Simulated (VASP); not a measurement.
# GaSn (Fmmm) in VASP: notebook

Aim: see how the results for GaSn move with the level of theory and the settings. Levels: PW91, r2SCAN. Tasks: relaxation of cell and atoms.

All numbers are computed with VASP 6.6.1; they aren't measurements. Logs are shortened: lines on timing, memory, paths and dates and some standing lists are left out, and cuts for length are marked.

## Step 1: Starting point

Symmetry: Fmmm, No. 69, orthorhombic system. The conventional cell has a = 5.459 Å, b = 5.806 Å, c = 6.196 Å, α = 90.00°, β = 90.00°, γ = 90.00°. Around Ga (site symmetry mmm) lie 6 Sn at 2.73 to 3.10 Å. Sn (site symmetry mmm) is surrounded by 6 Ga at 2.73 to 3.10 Å.

The cell was built by a generator and needn't be a form met in nature.

## Step 2: Relaxation of cell and atoms, PW91

INCAR

```
PREC = Accurate
ENCUT = 600
EDIFF = 1E-6
ISMEAR = -1
SIGMA = 0.05
LREAL = F
LASPH = T
NELM = 100
ALGO = Normal
ISIF = 3
LWAVE = F
LCHARG = F
GGA = 91
IBRION = 2
NSW = 40
EDIFFG = -0.02
```

KPOINTS

```
regular mesh
0
Gamma
  8 8 8
```

POSCAR

```
GaSn
1.0
    0.0000000000      2.9028814200      3.0982155700
    2.7292512900      0.0000000000      3.0982155700
    2.7292512900      2.9028814200      0.0000000000
Ga Sn
1 1
Direct
    0.5000000000      0.5000000000      0.5000000000
    0.0000000000      0.0000000000      0.0000000000
```

Potentials or basis: VASP PAW PBE potentials, release 64 (Ga_d, Sn_d).

On the command line:

```
cat potpaw_PBE.64/Ga_d/POTCAR potpaw_PBE.64/Sn_d/POTCAR > POTCAR
mpirun -np 1 vasp_std > vasp.out
```

OUTCAR:

```text
PREC = Accurate
   ENCUT = 600
   EDIFF = 1E-6
   ISMEAR = -1
   LREAL = F
   LASPH = T
   NELM = 100
   ISIF = 3
   GGA = 91
   IBRION = 2
   NSW = 40
   EDIFFG = -0.02

 ion  position               nearest neighbor table
   1  0.500  0.500  0.500-   2 2.73   2 2.73   2 2.90   2 2.90   2 3.10   2 3.10
   2  0.000  0.000  0.000-   1 2.73   1 2.73   1 2.90   1 2.90   1 3.10   1 3.10

  LATTYP: Found a face centered orthorhombic cell.
 ALAT       =     5.4585025800
 B/A-ratio  =     1.0636182277
 C/A-ratio  =     1.1351888268

  Lattice vectors:

 A1 = (   0.0000000000,   2.9028814200,   3.0982155700)
 A2 = (   2.7292512900,   0.0000000000,   3.0982155700)
 A3 = (   2.7292512900,   2.9028814200,   0.0000000000)

Analysis of symmetry for initial positions (statically):
=====================================================================
 Subroutine PRICEL returns:
 Original cell was already a primitive cell.

 Routine SETGRP: Setting up the symmetry group for a
 face centered orthorhombic supercell.

 Subroutine GETGRP returns: Found  8 space group operations
 (whereof  8 operations were pure point group operations)
 out of a pool of  8 trial point group operations.

The static configuration has the point symmetry D_2h.

Analysis of symmetry for dynamics (positions and initial velocities):
=====================================================================
 Subroutine PRICEL returns:
 Original cell was already a primitive cell.

 Routine SETGRP: Setting up the symmetry group for a
 face centered orthorhombic supercell.

 Subroutine GETGRP returns: Found  8 space group operations
 (whereof  8 operations were pure point group operations)
 out of a pool of  8 trial point group operations.

The dynamic configuration has the point symmetry D_2h.

 Subroutine INISYM returns: Found  8 space group operations
 (whereof  8 operations are pure point group operations),
 and found     1 'primitive' translations

----------------------------------------------------------------------------------------

                                     Primitive cell

  volume of cell :      49.0924

  direct lattice vectors                    reciprocal lattice vectors
     0.000000000  2.902881420  3.098215570    -0.183200426  0.172242654  0.161383218
     2.729251290  0.000000000  3.098215570     0.183200426 -0.172242654  0.161383218
[... 97 lines left out ...]
   NUPDOWN=      -1.0000    fix difference up-down
   EMIN   =  10.00;   EMAX   =-10.00  energy-range for DOS
   EFERMI =   0.00;   METHOD = LEGACY
   ISMEAR =    -1;   SIGMA  =   0.05  broadening in eV -4-tet -1-fermi 0-gaus
   EFERMI_NEDOS =   21; number of points for ismear=-14 and -15
   IALGO  =     38    algorithm
   IMIX   =      4    mixing-type and parameters
     AMIX     =   0.40;   BMIX     =  1.00
     AMIX_MAG =   1.60;   BMIX_MAG =  1.00
  volume/ion in A,a.u.               =      24.55       165.65
  Fermi-wavevector in a.u.,A,eV,Ry     =   1.341296  2.534682 24.477898  1.799075
  Thomas-Fermi vector in A             =   2.469541
   LORBIT       =      0    0 simple, 1 ext, 2 COOP (PROOUT), +10 PAW based schemes
   GGA     = 91    functional components
   LHFCALC =     F    Hartree Fock is set to
   AEXX    =    0.0000 exact exchange contribution
   IVDW    =     0    specifies the selected vdW correction
   LEPSILON=     F    determine dielectric tensor
   LRPA    =     F    only Hartree local field effects (RPA)
 conjugate gradient relaxation of ions
 non-spin polarized calculation
  energy-cutoff  :      600.00
  volume of cell :       49.09
 maximum number of plane-waves:      1666
 NGX is ok and might be reduce to    36
   NGX = 17   NGY = 17   NGZ = 15

--------------------------------------- Ionic step        1  -------------------------------------------

 number of electron      27.0000004 magnetization

 Free energy of the ion-electron system (eV)
  ---------------------------------------------------
  ext. energy  EPLUGINS =         0.00000000
  ---------------------------------------------------
  free energy    TOTEN  =        -6.54054003 eV

  energy without entropy =       -6.53092803  energy(sigma->0) =       -6.53573403

------------------------ aborting loop because EDIFF is reached ----------------------------------------

  FORCE on cell =-STRESS in cart. coord.  units (eV):
  Direction    XX          YY          ZZ          XY          YZ          ZX
  --------------------------------------------------------------------------------------
  -------------------------------------------------------------------------------------
  Total        2.0394716      0.2674985     -1.2649319      0.0000000      0.0000000      0.0000000
  in kB       66.5600733      8.7300660    -41.2822411      0.0000000      0.0000000      0.0000000
  external PRESSURE =      11.3359661 kB  Pullay stress =       0.0000000 kB
[... 275 lines left out ...]
--------------------------------------- Ionic step        9  -------------------------------------------

 number of electron      27.0000003 magnetization

 Free energy of the ion-electron system (eV)
  ---------------------------------------------------
  ext. energy  EPLUGINS =         0.00000000
  ---------------------------------------------------
  free energy    TOTEN  =        -6.65767257 eV

  energy without entropy =       -6.64841384  energy(sigma->0) =       -6.65304320

 E-fermi :   6.1480     XC(G=0): -10.2782

 val. band max:        6.1328996286   @ k =   0.5000   0.1250   0.0000
 cond. band min:       6.1787837870   @ k =  -0.3750   0.2500   0.0000
 fundamental gap:      0.0458841584
 Fermi energy:         6.1480018652

 k-point     1 :       0.0000    0.0000    0.0000
  band No.  band energies     occupation
      1     -15.2294      2.00000
      2     -15.2286      2.00000
      3     -15.2028      2.00000
      4     -15.2024      2.00000
      5     -15.2022      2.00000
      6      -8.7103      2.00000
[... 457 lines left out ...]
      4     -15.1884      2.00000
      5     -15.1852      2.00000
      6      -8.7429      2.00000
[... 9 lines left out ...]
     16      11.3026      0.00000
     17      11.3530      0.00000

 [... further k-points ...]

------------------------ aborting loop because EDIFF is reached ----------------------------------------

  FORCE on cell =-STRESS in cart. coord.  units (eV):
  Direction    XX          YY          ZZ          XY          YZ          ZX
  --------------------------------------------------------------------------------------
  -------------------------------------------------------------------------------------
  Total       -0.0372687      0.0027402      0.0218070      0.0000000      0.0000000      0.0000000
  in kB       -1.2184194      0.0895864      0.7129326      0.0000000      0.0000000      0.0000000
  external PRESSURE =      -0.1386335 kB  Pullay stress =       0.0000000 kB
[... 17 lines left out ...]
  FREE ENERGIE OF THE ION-ELECTRON SYSTEM (eV)
  ---------------------------------------------------
  free  energy   TOTEN  =        -6.6576725693 eV

  energy  without entropy=       -6.6484138358  energy(sigma->0) =       -6.65304320

 reached required accuracy - stopping structural energy minimisation
```

Wall time 2.7 min (1 thread of Intel Xeon 6975P-C (Granite Rapids), shared host); peak memory 0.28 GiB.

Results:

* Free energy: -6.6577 eV
* Relaxed volume: 24.50 Å³/atom
* Relaxed cell: a = 4.105 Å, b = 4.108 Å, c = 4.110 Å, α = 59.93°, β = 60.02°, γ = 60.05°
* Space group after relaxing (to 0.05 Å): Fm-3m (No. 225)
* Energy gained by relaxing: 58.6 meV/atom
* Ionic steps: 9
* Pressure after relaxing: 0.0 GPa
* Band gap on the k mesh: none (metal or under the smearing width)

Stress tensor (GPa, compression positive):
```
-0.12  0.00  0.00
 0.00  0.01  0.00
 0.00  0.00  0.07
```

Step by step:
```
step  energy change (eV)  largest force (eV/Å)  pressure (GPa)  volume (Å³)
   1              0.0000                0.0000            1.13        49.09
   2             -0.0955                0.0000           -1.01        50.26
   3             -0.1013                0.0000           -1.84        51.15
   4             -0.1069                0.0000           -1.63        50.82
   5             -0.1071                0.0000           -1.57        50.73
   6             -0.1168                0.0000            0.04        48.96
   7             -0.1169                0.0000           -0.14        49.11
   8             -0.1169                0.0000           -0.03        49.08
   9             -0.1171                0.0000           -0.01        49.01
```

Final structure:
```
Ga Sn
1.0
     0.00000    2.90354    2.90137
     2.90869    0.00000    2.90137
     2.90869    2.90354    0.00000
Ga Sn
1 1
Direct
  0.50000 0.50000 0.50000
  0.00000 0.00000 0.00000
```

Caveat: the PAW data sets were made with another functional, which shifts forces and pressure a little.

## Step 3: Relaxation of cell and atoms, r2SCAN

Changes to INCAR since step 2:

```diff
@@ -12,3 +12,4 @@
 LCHARG = F
-GGA = 91
+METAGGA = R2SCAN
+LMIXTAU = T
 IBRION = 2
```

KPOINTS is that of step 2.

POSCAR is that of step 2.

Potentials or basis: VASP PAW PBE potentials, release 64 (Ga_d, Sn_d).

On the command line:

```
cat potpaw_PBE.64/Ga_d/POTCAR potpaw_PBE.64/Sn_d/POTCAR > POTCAR
mpirun -np 1 vasp_std > vasp.out
```

It took 16 min on 1 thread of Intel Xeon 6975P-C (Granite Rapids), shared host; peak memory 0.3 GiB.

Results (log left out):

```
Free energy                            : -35.9066 eV
Relaxed volume                         : 23.53 Å³/atom
Relaxed cell                           : a = 4.053 Å, b = 4.052 Å, c = 4.052 Å, α = 60.03°, β = 59.99°, γ = 59.98°
Space group after relaxing (to 0.05 Å) : Fm-3m (No. 225)
Energy gained by relaxing              : 63.2 meV/atom
Ionic steps                            : 10
Pressure after relaxing                : 0.0 GPa
Band gap on the k mesh                 : none (metal or under the smearing width)
```

Step by step:
```csv
step,energy change (eV),largest force (eV/Å),pressure (GPa),volume (Å³)
1,0.0000,0.0000,-1.05,49.09
2,-0.0984,0.0000,-0.73,47.90
3,-0.1241,0.0000,0.53,46.66
4,-0.1260,0.0000,0.21,46.90
5,-0.1261,0.0000,0.15,46.95
6,-0.1261,0.0000,0.09,47.00
7,-0.1264,0.0000,-0.03,47.12
8,-0.1264,0.0000,-0.13,47.18
9,-0.1264,0.0000,-0.09,47.15
10,-0.1264,0.0000,0.02,47.06
```

Final structure:
```
Ga Sn
1.0
     0.00000    2.86597    2.86639
     2.86399    0.00000    2.86639
     2.86399    2.86597    0.00000
Ga Sn
1 1
Direct
  0.50000 0.50000 0.50000
  0.00000 0.00000 0.00000
```

Levels at points of the mesh, in eV from the Fermi level:
```tsv
k point	band 10	band 11	band 12	band 13	band 14	band 15	band 16	band 17
(0.00, 0.00, 0.00)	-15.31	-11.44	1.27	1.28	1.28	2.09	7.32	7.49
(0.50, 0.00, 0.00)	-15.29	-8.11	-7.47	2.04	2.05	2.59	2.60	3.96
(0.50, 0.50, 0.00)	-15.28	-7.47	-4.79	-3.03	-1.73	-1.72	3.78	10.78
(0.50, 0.00, 0.50)	-15.28	-7.47	-4.79	-3.03	-1.73	-1.72	3.78	10.77
(0.00, 0.50, 0.50)	-15.28	-7.46	-4.79	-3.04	-1.73	-1.73	3.78	10.78
```

Caveat: the PAW data sets were made with another functional, which shifts forces and pressure a little.

## Step 4: For comparison

An earlier run on the cell as given: functional PBE; potentials or basis VASP PAW PBE potentials, release 64 (Ga_d, Sn_d); cutoff 520 eV; k mesh 8 × 8 × 8; occupations fermi-dirac, width 0.05 eV; no spin polarisation.

* Pressure: 1.1 GPa
* Band gap on the k mesh: none (metal or under the smearing width)

## Step 5: Overview

| task | level | cell | cutoff (eV) | gap on the mesh (eV) | pressure (GPa) | relaxed volume (Å³/atom) |
| --- | --- | --- | --- | --- | --- | --- |
| relaxation of cell and atoms | PW91 | relaxed | 600 | none | 0.0 | 24.50 |
| relaxation of cell and atoms | r2SCAN | relaxed | 600 | none | 0.0 | 23.53 |
| single point | PBE | as given | 520 | none | 1.1 | - |

Alike in all rows: potentials or basis VASP PAW PBE potentials, release 64 (Ga_d, Sn_d); no spin polarisation; k mesh 8 × 8 × 8; smearing fermi-dirac 0.05 eV.

Caveats: the PAW data sets were made with another functional, which shifts forces and pressure a little (some runs).

Absolute energies hang on the potentials; compare differences alone.
